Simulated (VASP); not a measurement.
# ReSbN (P4/nmm) in VASP: equation of state

How stiff is ReSbN in PBE, and what volume does it want? The cell is scaled to several volumes.

All numbers are computed with VASP 6.6.1; they aren't measurements. Logs are shortened: lines on timing, memory, paths and dates and some standing lists are left out, and cuts for length are marked.

### 1 The crystal as given

It takes space group P4/nmm (No. 129, tetragonal). Conventional cell: a = 3.432 Å, b = 3.432 Å, c = 8.593 Å, α = 90.00°, β = 90.00°, γ = 90.00°. Re (site symmetry 4mm) has 4 N at 2.03 Å as nearest neighbours. Sb (site symmetry 4mm) has 4 Re at 3.01 Å and 4 N at 3.34 Å and 4 Sb at 3.43 Å as nearest neighbours. N (site symmetry -4m2) is surrounded by 4 Re at 2.03 Å.

The cell comes from a database or a generator and needn't be the stable form of this composition.

### 2 Equation of state, PBE, 15.86 Å³/atom (volume scaled by 0.94)

The input, INCAR:

```
SYSTEM = ReSbN
PREC = Accurate ; ENCUT = 520
EDIFF = 1E-7 ; ISMEAR = -1
SIGMA = 0.05 ; LREAL = .FALSE.
LASPH = .TRUE. ; NELM = 60
ALGO = Normal ; ISIF = 2
LWAVE = .FALSE. ; LCHARG = .FALSE.
GGA = PE ; NBANDS = 26
```

The input, KPOINTS:

```
regular mesh
0
G
  8 8 3
  0 0 0
```

The input, POSCAR:

```
ReSbN
1.0
    3.3620600142      0.0000000000      0.0000000000
    0.0000000000      3.3620600142      0.0000000000
    0.0000000000      0.0000000000      8.4172180466
Re Sb N
2 2 2
Direct
    0.0000000000      0.5000000000      0.8732410000
    0.5000000000      0.0000000000      0.1267590000
    0.0000000000      0.5000000000      0.3334580000
    0.5000000000      0.0000000000      0.6665420000
    0.0000000000      0.0000000000      0.0000000000
    0.5000000000      0.5000000000      0.0000000000
```

Potentials or basis: VASP PAW PBE potentials, release 64 (Re, Sb, N).

Run with:

```sh
$ cat potpaw_PBE.64/Re/POTCAR potpaw_PBE.64/Sb/POTCAR potpaw_PBE.64/N/POTCAR > POTCAR
$ mpirun -np 1 vasp_std > vasp.out
```

OUTCAR:

```text
SYSTEM = ReSbN
   PREC = Accurate
   ENCUT = 520
   EDIFF = 1E-7
   ISMEAR = -1
   LREAL = .FALSE.
   LASPH = .TRUE.
   NELM = 60
   ISIF = 2
   GGA = PE

 Found     30 irreducible k-points:

 Following reciprocal coordinates:
            Coordinates               Weight
  0.000000  0.000000  0.000000      1.000000
  0.125000  0.000000  0.000000      4.000000
  0.250000  0.000000  0.000000      4.000000
  0.375000  0.000000  0.000000      4.000000
  0.500000  0.000000  0.000000      2.000000
  0.125000  0.125000  0.000000      4.000000
   k-points           NKPTS =     30   k-points in BZ     NKDIM =     30   number of bands    NBANDS=     26
   number of dos      NEDOS =    301   number of ions     NIONS =      6
   total plane-waves  NPLWV =  50176
   dimension x,y,z NGX =    28 NGY =   28 NGZ =   64
   dimension x,y,z NGXF=    56 NGYF=   56 NGZF=  128
   ions per type =               2   2   2
   NGX,Y,Z   is equivalent  to a cutoff of  13.85, 13.85, 12.64 a.u.
   NGXF,Y,Z  is equivalent  to a cutoff of  27.69, 27.69, 25.28 a.u.
 SYSTEM =  ReSbN
   PREC   = accura    normal or accurate (medium, high low for compatibility)
   ISTART =      0    job   : 0-new  1-cont  2-samecut
   ICHARG =      2    charge: 1-file 2-atom 10-const
   ISPIN  =      1    spin polarized calculation?
   LNONCOLLINEAR =      F non collinear calculations
   LSORBIT =      F    spin-orbit coupling
   LASPH  =      T    aspherical Exc in radial PAW
   ENCUT  =  520.0 eV  38.22 Ry    6.18 a.u.   6.25  6.25 15.65*2*pi/ulx,y,z
   NELM   =     60;   NELMIN=  2; NELMDL= -5     # of ELM steps
   EDIFF  = 0.1E-06   stopping-criterion for ELM
   LREAL  =      F    real-space projection
   EDIFFG = 0.1E-05   stopping-criterion for IOM
   NSW    =      0    number of steps for IOM
   IBRION =     -1    ionic relax: 0-MD 1-quasi-New 2-CG
   NFREE  =      0    steps in history (QN), initial steepest desc. (CG)
   ISIF   =      2    stress and relaxation
   ISYM   =      2    0-nonsym 1-usesym 2-fastsym
   POTIM  = 0.5000    time-step for ionic-motion
   TEBEG  =    0.0;   TEEND  =   0.0 temperature during run
   PSTRESS=    0.0 pullay stress
   NELECT =      34.0000    total number of electrons
   NUPDOWN=      -1.0000    fix difference up-down
   EMIN   =  10.00;   EMAX   =-10.00  energy-range for DOS
   EFERMI =   0.00;   METHOD = LEGACY
   ISMEAR =    -1;   SIGMA  =   0.05  broadening in eV -4-tet -1-fermi 0-gaus
   EFERMI_NEDOS =   21; number of points for ismear=-14 and -15
   IALGO  =     38    algorithm
   IMIX   =      4    mixing-type and parameters
     AMIX     =   0.40;   BMIX     =  1.00
     AMIX_MAG =   1.60;   BMIX_MAG =  1.00
  volume/ion in A,a.u.               =      15.86       107.01
  Fermi-wavevector in a.u.,A,eV,Ry     =   1.161737  2.195365 18.362882  1.349634
  Thomas-Fermi vector in A             =   2.298306
   LORBIT       =      0    0 simple, 1 ext, 2 COOP (PROOUT), +10 PAW based schemes
   GGA     = PE    functional components
   LHFCALC =     F    Hartree Fock is set to
   AEXX    =    0.0000 exact exchange contribution
   IVDW    =     0    specifies the selected vdW correction
   LEPSILON=     F    determine dielectric tensor
   LRPA    =     F    only Hartree local field effects (RPA)
 non-spin polarized calculation
  energy-cutoff  :      520.00
  volume of cell :       95.14
 maximum number of plane-waves:      2576
 NGX is ok and might be reduce to    28
   NGX = 13   NGY = 13   NGZ = 31

 number of electron      33.9999993 magnetization

 Free energy of the ion-electron system (eV)
  ---------------------------------------------------
  ext. energy  EPLUGINS =         0.00000000
  ---------------------------------------------------
  free energy    TOTEN  =       -47.27238393 eV

  energy without entropy =      -47.26034948  energy(sigma->0) =      -47.26636670

 E-fermi :   8.3815     XC(G=0): -11.6142

 val. band max:        8.3050867092   @ k =   0.2500   0.0000   0.0000
 cond. band min:       8.4447192545   @ k =   0.5000   0.1250   0.0000
 fundamental gap:      0.1396325453
 Fermi energy:         8.3815038014

 k-point     1 :       0.0000    0.0000    0.0000
  band No.  band energies     occupation
      1      -9.8359      2.00000
      2      -6.7684      2.00000
      3      -2.9460      2.00000
      4      -2.9242      2.00000
      5       0.1617      2.00000
      6       0.1617      2.00000
[... 18 lines left out ...]
     25      13.6769      0.00000
     26      13.6770      0.00000

 k-point     2 :       0.1250    0.0000    0.0000
  band No.  band energies     occupation
      1      -9.6963      2.00000
      2      -6.8581      2.00000
      3      -2.8000      2.00000
      4      -2.7166      2.00000
      5       0.2159      2.00000
      6       0.2440      2.00000
[... 18 lines left out ...]
     25      13.6225      0.00000
     26      13.6606      0.00000

 k-point     3 :       0.2500    0.0000    0.0000
  band No.  band energies     occupation
      1      -9.3116      2.00000
      2      -7.1418      2.00000
      3      -2.3681      2.00000
      4      -2.1063      2.00000
      5       0.4492      2.00000
      6       0.4895      2.00000
[... 18 lines left out ...]
     25      13.3858      0.00000
     26      13.9512      0.00000

 k-point     4 :       0.3750    0.0000    0.0000
  band No.  band energies     occupation
      1      -8.7688      2.00000
      2      -7.6020      2.00000
      3      -1.6984      2.00000
      4      -1.3068      2.00000
      5       0.8082      2.00000
      6       0.8984      2.00000
[... 18 lines left out ...]
     25      12.9462      0.00000
     26      13.9582      0.00000

 k-point     5 :       0.5000    0.0000    0.0000
  band No.  band energies     occupation
      1      -8.1699      2.00000
      2      -8.1699      2.00000
      3      -1.0810      2.00000
      4      -1.0810      2.00000
      5       1.0455      2.00000
      6       1.0455      2.00000
[... 18 lines left out ...]
     25      13.2434      0.00000
     26      13.2564      0.00000

 k-point     6 :       0.1250    0.1250    0.0000
  band No.  band energies     occupation
      1      -9.5598      2.00000
      2      -6.9249      2.00000
      3      -2.6566      2.00000
      4      -2.5188      2.00000
      5       0.0154      2.00000
      6       0.6557      2.00000
[... 18 lines left out ...]
     25      13.1456      0.00000
     26      13.6826      0.00000

 [... further k-points ...]

------------------------ aborting loop because EDIFF is reached ----------------------------------------

  FORCE on cell =-STRESS in cart. coord.  units (eV):
  Direction    XX          YY          ZZ          XY          YZ          ZX
  --------------------------------------------------------------------------------------
  -------------------------------------------------------------------------------------
  Total        8.0050211      8.0050211      7.2462869      0.0000000      0.0000000     -0.0000000
  in kB      134.8011401    134.8011401    122.0243799      0.0000000      0.0000000     -0.0000000
  external PRESSURE =     130.5422200 kB  Pullay stress =       0.0000000 kB

 VOLUME and BASIS-vectors are now :
 -----------------------------------------------------------------------------
  energy-cutoff  :      520.00
  volume of cell :       95.14
      direct lattice vectors                 reciprocal lattice vectors
     3.362060014  0.000000000  0.000000000     0.297436689  0.000000000  0.000000000
     0.000000000  3.362060014  0.000000000     0.000000000  0.297436689  0.000000000
     0.000000000  0.000000000  8.417218047     0.000000000  0.000000000  0.118804098

 POSITION                                       TOTAL-FORCE (eV/Angst)
 -----------------------------------------------------------------------------------
      0.00000      1.68103      7.35026         0.000000     -0.000000     -1.471667
      1.68103      0.00000      1.06696         0.000000      0.000000      1.471667
      0.00000      1.68103      2.80679         0.000000     -0.000000      0.454441
      1.68103      0.00000      5.61043         0.000000      0.000000     -0.454441
      0.00000      0.00000      0.00000         0.000000     -0.000000      0.000000
      1.68103      1.68103      0.00000        -0.000000      0.000000      0.000000
 -----------------------------------------------------------------------------------
    total drift:                                0.000000      0.000000      0.000000

  FREE ENERGIE OF THE ION-ELECTRON SYSTEM (eV)
  ---------------------------------------------------
  free  energy   TOTEN  =       -47.2723839264 eV

  energy  without entropy=      -47.2603494824  energy(sigma->0) =      -47.26636670
```

It took 2.4 min on 1 thread of Intel Xeon Platinum 8259CL at 2.50GHz (Skylake/Cascade Lake), shared host; peak memory 0.25 GiB.

Results:

| Item | Value |
| --- | --- |
| Free energy | -47.2724 eV |
| Pressure | 13.1 GPa |
| Largest force | 1.472 eV/Å |
| Band gap on the k mesh | none (metal or under the smearing width) |

Caveat: forces of over 1 eV/Å show positions far from the minimum, so gaps and moduli don't describe the material at rest.

### 3 Equation of state, PBE, 16.19 Å³/atom (volume scaled by 0.96)

The input, INCAR:

```
SYSTEM = ReSbN
  PREC = Accurate
  ENCUT = 520
  EDIFF = 1E-7
  ISMEAR = -1
  SIGMA = 0.05
  LREAL = .False.
  LASPH = .True.
  NELM = 60
  ALGO = Normal
  ISIF = 2
  LWAVE = .False.
  LCHARG = .False.
  GGA = PE
  NBANDS = 26
```

The input, KPOINTS:

```
regular mesh
0
Gamma
  8 8 3
  0 0 0
```

POSCAR, as its differences from that of step 2:

```diff
@@ -2,5 +2,5 @@
 1.0
-    3.3620600142      0.0000000000      0.0000000000
-    0.0000000000      3.3620600142      0.0000000000
-    0.0000000000      0.0000000000      8.4172180466
+    3.3857372733      0.0000000000      0.0000000000
+    0.0000000000      3.3857372733      0.0000000000
+    0.0000000000      0.0000000000      8.4764961830
 Re Sb N
```

Potentials or basis: VASP PAW PBE potentials, release 64 (Re, Sb, N).

Run with:

```sh
$ cat potpaw_PBE.64/Re/POTCAR potpaw_PBE.64/Sb/POTCAR potpaw_PBE.64/N/POTCAR > POTCAR
$ mpirun -np 1 vasp_std > vasp.out
```

Run time: 2 min. Hardware: 1 thread of Intel Xeon Platinum 8259CL at 2.50GHz (Skylake/Cascade Lake), shared host; peak memory 0.25 GiB.

It converged, with:

* Free energy: -47.4072 eV
* Pressure: 8.2 GPa
* Largest force: 0.956 eV/Å
* Band gap on the k mesh: none (metal or under the smearing width)

### 4 Equation of state, PBE, 16.53 Å³/atom (volume scaled by 0.98)

The input, INCAR:

```
SYSTEM = ReSbN
PREC = Accurate
ENCUT = 520
EDIFF = 1E-7
ISMEAR = -1
SIGMA = 0.05
LREAL = .FALSE.
LASPH = .TRUE.
NELM = 60
ALGO = Normal
ISIF = 2
LWAVE = .FALSE.
LCHARG = .FALSE.
GGA = PE
NBANDS = 26
```

The input, KPOINTS:

```
Automatic mesh
0
G
  8 8 3
  0 0 0
```

POSCAR, as its differences from that of step 3:

```diff
@@ -2,5 +2,5 @@
 1.0
-    3.3857372733      0.0000000000      0.0000000000
-    0.0000000000      3.3857372733      0.0000000000
-    0.0000000000      0.0000000000      8.4764961830
+    3.4090879234      0.0000000000      0.0000000000
+    0.0000000000      3.4090879234      0.0000000000
+    0.0000000000      0.0000000000      8.5349566248
 Re Sb N
```

Run with:

```sh
$ cat potpaw_PBE.64/Re/POTCAR potpaw_PBE.64/Sb/POTCAR potpaw_PBE.64/N/POTCAR > POTCAR
$ mpirun -np 1 vasp_std > vasp.out
```

Run time: 2.2 min. Hardware: 1 thread of Intel Xeon Platinum 8259CL at 2.50GHz (Skylake/Cascade Lake), shared host; peak memory 0.25 GiB.

The run converged. Its results:

* Free energy: -47.4842 eV
* Pressure: 3.9 GPa
* Largest force: 0.483 eV/Å
* Band gap on the k mesh: none (metal or under the smearing width)

### 5 Equation of state, PBE, 17.21 Å³/atom (volume scaled by 1.02)

The input, INCAR:

```
SYSTEM = ReSbN
PREC     = Accurate       ! precision mode
ENCUT    = 520            ! plane-wave cutoff, eV
EDIFF    = 1E-7           ! SCF threshold, eV
ISMEAR   = -1             ! smearing method
SIGMA    = 0.05           ! smearing width, eV
LREAL    = .FALSE.        ! projectors in reciprocal space
LASPH    = .TRUE.         ! aspherical terms in the spheres
NELM     = 80             ! most SCF steps
ALGO     = Normal         ! electronic algorithm
ISIF     = 2              ! what is computed and relaxed
LWAVE    = .FALSE.        ! write WAVECAR
LCHARG   = .FALSE.        ! write CHGCAR
GGA      = PE             ! functional
NBANDS   = 26             ! bands
```

KPOINTS is that of step 4.

POSCAR, as its differences from that of step 4:

```diff
@@ -2,5 +2,5 @@
 1.0
-    3.4090879234      0.0000000000      0.0000000000
-    0.0000000000      3.4090879234      0.0000000000
-    0.0000000000      0.0000000000      8.5349566248
+    3.4548529538      0.0000000000      0.0000000000
+    0.0000000000      3.4548529538      0.0000000000
+    0.0000000000      0.0000000000      8.6495334730
 Re Sb N
```

Run with:

```sh
$ cat potpaw_PBE.64/Re/POTCAR potpaw_PBE.64/Sb/POTCAR potpaw_PBE.64/N/POTCAR > POTCAR
$ mpirun -np 1 vasp_std > vasp.out
```

Run time: 2.5 min. Hardware: 1 thread of Intel Xeon Platinum 8259CL at 2.50GHz (Skylake/Cascade Lake), shared host; peak memory 0.25 GiB.

The run converged. Its results:

| Item | Value |
| --- | --- |
| Free energy | -47.4885 eV |
| Pressure | -3.4 GPa |
| Largest force | 0.358 eV/Å |
| Band gap on the k mesh | none (metal or under the smearing width) |

Caveat: this functional lacks dispersion, which binds the layers, so the pressure and a relaxed spacing across them are unreliable.

### 6 Equation of state, PBE, 17.54 Å³/atom (volume scaled by 1.04)

The input, INCAR:

```
ALGO     = Normal         # electronic algorithm
EDIFF    = 1E-7           # SCF threshold, eV
ENCUT    = 520            # plane-wave cutoff, eV
GGA      = PE             # functional
ISIF     = 2              # what is computed and relaxed
ISMEAR   = -1             # smearing method
LASPH    = T              # aspherical terms in the spheres
LCHARG   = F              # write CHGCAR
LREAL    = F              # projectors in reciprocal space
LWAVE    = F              # write WAVECAR
NBANDS   = 26             # bands
NELM     = 60             # most SCF steps
PREC     = Accurate       # precision mode
SIGMA    = 0.05           # smearing width, eV
```

The input, KPOINTS:

```
k-points
0
Gamma
  8 8 3
```

POSCAR, as its differences from that of step 5:

```diff
@@ -2,5 +2,5 @@
 1.0
-    3.4548529538      0.0000000000      0.0000000000
-    0.0000000000      3.4548529538      0.0000000000
-    0.0000000000      0.0000000000      8.6495334730
+    3.4772876925      0.0000000000      0.0000000000
+    0.0000000000      3.4772876925      0.0000000000
+    0.0000000000      0.0000000000      8.7057008486
 Re Sb N
```

Potentials or basis: VASP PAW PBE potentials, release 64 (Re, Sb, N).

Run with:

```sh
$ cat potpaw_PBE.64/Re/POTCAR potpaw_PBE.64/Sb/POTCAR potpaw_PBE.64/N/POTCAR > POTCAR
$ mpirun -np 1 vasp_std > vasp.out
```

Wall time 2.3 min (1 thread of Intel Xeon Platinum 8259CL at 2.50GHz (Skylake/Cascade Lake), shared host); peak memory 0.27 GiB.

The run converged. Its results:

```
Free energy            : -47.4262 eV
Pressure               : -6.5 GPa
Largest force          : 0.729 eV/Å
Band gap on the k mesh : none (metal or under the smearing width)
```

Caveat: this functional lacks dispersion, which binds the layers, so the pressure and a relaxed spacing across them are unreliable.

### 7 Equation of state, PBE, 17.88 Å³/atom (volume scaled by 1.06)

The input, INCAR:

```
SYSTEM = ReSbN
PREC = Accurate
ENCUT = 520
EDIFF = 1E-7
ISMEAR = -1
SIGMA = 0.05
LREAL = .False.
LASPH = .True.
NELM = 100
ALGO = Normal
ISIF = 2
LWAVE = .False.
LCHARG = .False.
GGA = PE
NBANDS = 26
```

The input, KPOINTS:

```
Automatic mesh
0
Gamma
  8 8 3
  0 0 0
```

POSCAR, as its differences from that of step 6:

```diff
@@ -2,5 +2,5 @@
 1.0
-    3.4772876925      0.0000000000      0.0000000000
-    0.0000000000      3.4772876925      0.0000000000
-    0.0000000000      0.0000000000      8.7057008486
+    3.4994366189      0.0000000000      0.0000000000
+    0.0000000000      3.4994366189      0.0000000000
+    0.0000000000      0.0000000000      8.7611526675
 Re Sb N
```

Run with:

```sh
$ cat potpaw_PBE.64/Re/POTCAR potpaw_PBE.64/Sb/POTCAR potpaw_PBE.64/N/POTCAR > POTCAR
$ mpirun -np 1 vasp_std > vasp.out
```

Wall time 2.2 min (1 thread of Intel Xeon Platinum 8259CL at 2.50GHz (Skylake/Cascade Lake), shared host); peak memory 0.27 GiB.

The run converged. Its results:

- Free energy: -47.3270 eV
- Pressure: -9.3 GPa
- Largest force: 1.073 eV/Å
- Band gap on the k mesh: none (metal or under the smearing width)

Caveat: this functional lacks dispersion, which binds the layers, so the pressure and a relaxed spacing across them are unreliable; forces of over 1 eV/Å show positions far from the minimum, so gaps and moduli don't describe the material at rest.

### 8 Equation of state, PBE

This step only gathers the single runs of the series.

Results:

| Quantity | Value |
| --- | --- |
| Equilibrium volume | 16.88 Å³/atom |
| Bulk modulus at fixed shape and positions | 182 GPa |
| Pressure derivative of the bulk modulus | 4.6 |

Energy against volume, from the lowest point:
```tsv
volume (Å³/atom)	energy (meV/atom)
15.857	39.51
16.195	17.04
16.532	4.21
16.869	0.00
17.207	3.49
17.544	13.87
17.882	30.40
```

Caveat: the cell was scaled at fixed shape and fractional positions, which overstates the stiffness of a crystal with free parameters, most of all of layers and chains; this functional lacks dispersion, which binds the layers, so the pressure and a relaxed spacing across them are unreliable. The run has no spin-orbit coupling, so splittings on Re, Sb are missing.
